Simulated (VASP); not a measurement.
# LaCoPO: what a Hubbard U does to the moments, part 2 of 2

Aim: follow the moments of LaCoPO as U grows. The starting structure is a computed structure from the Materials Project. The reference starts from ferromagnetic moments.

VASP 6.6.1.

Results so far: PBEsol 0.62 μB on Co; PBEsol+U (Co d 2 eV) 0.73 μB on Co.

## Step 4: Run with PBEsol+U (Co d 4 eV)

Level of this step: PBEsol, DFT+U (Co d 4 eV), spin-polarised from a ferromagnetic start; plane waves and PAW (La, Co, P, O) (VASP).

Against step 2 the input has LDAU = .TRUE., LDAUTYPE = 2, LDAUL = -1 2 -1 -1, LDAUU = 0 4 0 0, LDAUJ = 0 0 0 0 and LDAUPRINT = 1.

The input, INCAR:

```
SYSTEM = LaCoPO
PREC = Accurate
ENCUT = 480
EDIFF = 1E-07
NELM = 200
ISMEAR = 0
SIGMA = 0.05
LREAL = .FALSE.
ALGO = Normal
GGA = PS
NBANDS = 46
ISPIN = 2
MAGMOM = 0 0 2.4 2.4 0 0 0 0
LDAU = .TRUE.
LDAUTYPE = 2
LDAUL = -1 2 -1 -1
LDAUU = 0 4 0 0
LDAUJ = 0 0 0 0
LDAUPRINT = 1
LASPH = .TRUE.
LMAXMIX = 6
AMIX = 0.2
BMIX = 1E-04
AMIX_MAG = 0.8
BMIX_MAG = 1E-04
LORBIT = 11
LWAVE = .FALSE.
LCHARG = .FALSE.
KPAR = 8
```

The input, POSCAR:

```
LaCoPO
1.0
    3.9912560000      0.0000000000      0.0000000000
    0.0000000000      3.9912560000      0.0000000000
    0.0000000000      0.0000000000      8.2649260000
La Co P O
2 2 2 2
Direct
    0.5000000000      0.0000000000      0.1531320000
    0.0000000000      0.5000000000      0.8468680000
    0.0000000000      0.0000000000      0.5000000000
    0.5000000000      0.5000000000      0.5000000000
    0.0000000000      0.5000000000      0.3816310000
    0.5000000000      0.0000000000      0.6183690000
    0.5000000000      0.5000000000      0.0000000000
    0.0000000000      0.0000000000      0.0000000000
```

The input, KPOINTS:

```
Automatic mesh
0
Gamma
8 8 4
0 0 0
```

PAW data sets: La, Co, P and O (PBE family, release 64).

Launch:

```console
> mpirun -np 8 vasp_std
```

The log of the run:

```text
[... set-up lines as in an earlier step ...]
 entering main loop
       N       E                     dE             d eps       ncg     rms          rms(c)
DAV:   1     0.635214873137E+03    0.63521E+03   -0.21794E+04  8436   0.182E+03
DAV:   2     0.111454045472E+03   -0.52376E+03   -0.46628E+03  9054   0.351E+02
DAV:   3    -0.429531405864E+02   -0.15441E+03   -0.14374E+03 11064   0.186E+02
DAV:   4    -0.642651053315E+02   -0.21312E+02   -0.20318E+02 14548   0.765E+01
[...]
DAV:  22    -0.575828967564E+02   -0.27649E-06   -0.26552E-06 16208   0.818E-03    0.269E-03
DAV:  23    -0.575828969279E+02   -0.17149E-06   -0.69108E-07 13520   0.416E-03    0.182E-03
DAV:  24    -0.575828969900E+02   -0.62162E-07   -0.30025E-07 10168   0.343E-03
   1 F= -.57582897E+02 E0= -.57580538E+02  d E =-.471873E-02  mag=     1.4417
```

Run time: 65 s. Hardware: 8 MPI ranks of AMD EPYC 9R45, shared host; peak memory 4.2 GiB; 8.5 min of CPU time.

From OUTCAR (step 4):

```text
  Total       -4.6911150     -4.6911150     -4.3898875      0.0000000      0.0000000      0.0000000
  in kB      -57.0858565    -57.0858565    -53.4202406      0.0000000      0.0000000      0.0000000
  external PRESSURE =     -55.8639845 kB  Pullay stress =       0.0000000 kB

 POSITION                                       TOTAL-FORCE (eV/Angst)
 -----------------------------------------------------------------------------------
      1.99563      0.00000      1.26562        -0.000000      0.000000     -0.232542
      0.00000      1.99563      6.99930         0.000000      0.000000      0.232542
      0.00000      0.00000      4.13246         0.000000     -0.000000      0.000000
      1.99563      1.99563      4.13246        -0.000000      0.000000      0.000000
      0.00000      1.99563      3.15415         0.000000     -0.000000      0.404850
      1.99563      0.00000      5.11077         0.000000      0.000000     -0.404850
      1.99563      1.99563      0.00000         0.000000      0.000000      0.000000
      0.00000      0.00000      0.00000         0.000000     -0.000000      0.000000
 -----------------------------------------------------------------------------------
    total drift:                                0.000000      0.000000      0.000000

  FREE ENERGIE OF THE ION-ELECTRON SYSTEM (eV)
  ---------------------------------------------------
  free  energy   TOTEN  =       -57.5828969900 eV

  energy  without entropy=      -57.5781782568  energy(sigma->0) =      -57.58053762

 magnetization (x)
# of ion       s       p       d       f       tot
--------------------------------------------------
    1       -0.001  -0.000   0.000  -0.002  -0.002
    2       -0.001  -0.000   0.000  -0.002  -0.002
    3        0.010  -0.006   0.791   0.000   0.795
    4        0.010  -0.006   0.791   0.000   0.795
    5       -0.000  -0.012   0.000   0.000  -0.012
    6       -0.000  -0.012   0.000   0.000  -0.012
    7       -0.000  -0.001   0.000   0.000  -0.001
    8       -0.000  -0.001   0.000   0.000  -0.001
--------------------------------------------------
tot          0.019  -0.037   1.582  -0.003   1.561

[... 2 parts as in an earlier step ...]

[... 1 further part left out ...]
[key lines of the parts left out:]
E-fermi :   8.1278
```

PBEsol+U (Co d 4 eV): the moments inside the Co spheres have a mean size of 0.80 μB, and the cell carries 1.44 μB, with no gap.

## Step 5: Run with PBEsol+U (Co d 6 eV)

Against step 2 the input has LDAU = .TRUE., LDAUTYPE = 2, LDAUL = -1 2 -1 -1, LDAUU = 0 6 0 0, LDAUJ = 0 0 0 0 and LDAUPRINT = 1.

INCAR, as its differences from that of step 4:

```diff
@@ -16,3 +16,3 @@
 LDAUL = -1 2 -1 -1
-LDAUU = 0 4 0 0
+LDAUU = 0 6 0 0
 LDAUJ = 0 0 0 0
```

POSCAR is that of step 4.

KPOINTS is that of step 4.

Launch:

```console
> mpirun -np 8 vasp_std
```

The log of the run:

```text
[... set-up lines as in an earlier step ...]
 entering main loop
       N       E                     dE             d eps       ncg     rms          rms(c)
DAV:   1     0.639849407470E+03    0.63985E+03   -0.21839E+04  8428   0.182E+03
DAV:   2     0.116454721914E+03   -0.52339E+03   -0.46615E+03  9030   0.351E+02
DAV:   3    -0.394662573621E+02   -0.15592E+03   -0.14569E+03 11046   0.187E+02
DAV:   4    -0.606449920243E+02   -0.21179E+02   -0.20221E+02 14550   0.762E+01
[...]
DAV:  53    -0.546401412035E+02   -0.87725E-05   -0.49242E-05 13418   0.576E-02    0.761E-03
DAV:  54    -0.546401416176E+02   -0.41416E-06   -0.27519E-06 11036   0.961E-03    0.778E-03
DAV:  55    -0.546401415358E+02    0.81774E-07   -0.89782E-07 10076   0.575E-03
   1 F= -.54640142E+02 E0= -.54638632E+02  d E =-.301993E-02  mag=     1.4588
```

Wall time 2.4 min (8 MPI ranks); peak memory 4.3 GiB; 19 min of CPU time.

Parts of OUTCAR (step 5):

```text
  Total       -4.0787005     -4.0787005     -5.7414765      0.0000000      0.0000000      0.0000000
  in kB      -49.6334262    -49.6334262    -69.8676333      0.0000000      0.0000000      0.0000000
  external PRESSURE =     -56.3781619 kB  Pullay stress =       0.0000000 kB

 POSITION                                       TOTAL-FORCE (eV/Angst)
 -----------------------------------------------------------------------------------
      1.99563      0.00000      1.26562         0.000000      0.000000     -0.138250
      0.00000      1.99563      6.99930         0.000000     -0.000000      0.138250
      0.00000      0.00000      4.13246        -0.000000      0.000000      0.000000
      1.99563      1.99563      4.13246         0.000000     -0.000000      0.000000
      0.00000      1.99563      3.15415         0.000000      0.000000      0.824742
      1.99563      0.00000      5.11077         0.000000      0.000000     -0.824742
      1.99563      1.99563      0.00000         0.000000      0.000000      0.000000
      0.00000      0.00000      0.00000         0.000000     -0.000000      0.000000
 -----------------------------------------------------------------------------------
    total drift:                                0.000000      0.000000      0.000000

  FREE ENERGIE OF THE ION-ELECTRON SYSTEM (eV)
  ---------------------------------------------------
  free  energy   TOTEN  =       -54.6401415358 eV

  energy  without entropy=      -54.6371216026  energy(sigma->0) =      -54.63863157

 magnetization (x)
# of ion       s       p       d       f       tot
--------------------------------------------------
    1       -0.001  -0.001  -0.002  -0.003  -0.006
    2       -0.001  -0.001  -0.002  -0.003  -0.006
    3        0.008  -0.013   0.870   0.000   0.865
    4        0.008  -0.013   0.870   0.000   0.865
    5       -0.001  -0.033   0.000   0.000  -0.034
    6       -0.001  -0.033   0.000   0.000  -0.034
    7       -0.000  -0.002   0.000   0.000  -0.002
    8       -0.000  -0.002   0.000   0.000  -0.002
--------------------------------------------------
tot          0.012  -0.096   1.736  -0.006   1.646

[... 2 parts as in an earlier step ...]

[... 1 further part left out ...]
[key lines of the parts left out:]
E-fermi :   8.0192
```

PBEsol+U (Co d 6 eV): the moments inside the Co spheres have a mean size of 0.86 μB, and the cell carries 1.46 μB, with no gap.

## Step 6: The runs compared

```
                 run  mean size of the moment on Co (μB)  cell (μB)  gap on the mesh (eV)  core minutes
              PBEsol                                0.62       1.28                  none          9.33
PBEsol+U (Co d 2 eV)                                0.73       1.43                  none           8.4
PBEsol+U (Co d 4 eV)                                 0.8       1.44                  none          8.67
PBEsol+U (Co d 6 eV)                                0.86       1.46                  none          19.3
```

Core minutes are wall time times ranks of the run shown, on a shared host.

## Step 7: Summary of results

```
mean size of the moment on Co, PBEsol               : 0.62 μB
mean size of the moment on Co, PBEsol+U (Co d 2 eV) : 0.73 μB
mean size of the moment on Co, PBEsol+U (Co d 4 eV) : 0.80 μB
mean size of the moment on Co, PBEsol+U (Co d 6 eV) : 0.86 μB
```

In words: In order of rising U the Co moment is 0.62, 0.73, 0.80, 0.86 μB, and no run opens a gap in this ferromagnetic order. DFT+U can end in one of several states, and no search among them was made. Orbital moments aren't included. Moments are counted inside the PAW spheres, so the part between the atoms is missing from them. The magnetic order was set by hand and not searched for; longer or canted orders weren't tried. Further runs on this material are not shown.

[Lines on the potential files, build, host, timing and source positions are cut from VASP's logs without a mark.]

[Logs are printed without paths, hosts, clocks, repeated set-up lines and the standing remarks that a program may print on its own settings, such as how far it seeks lower states.]

[Hosts, paths, dates, database ids (printed as entryN), source tags and the programs' standing remarks are cut or masked in the printed files.]
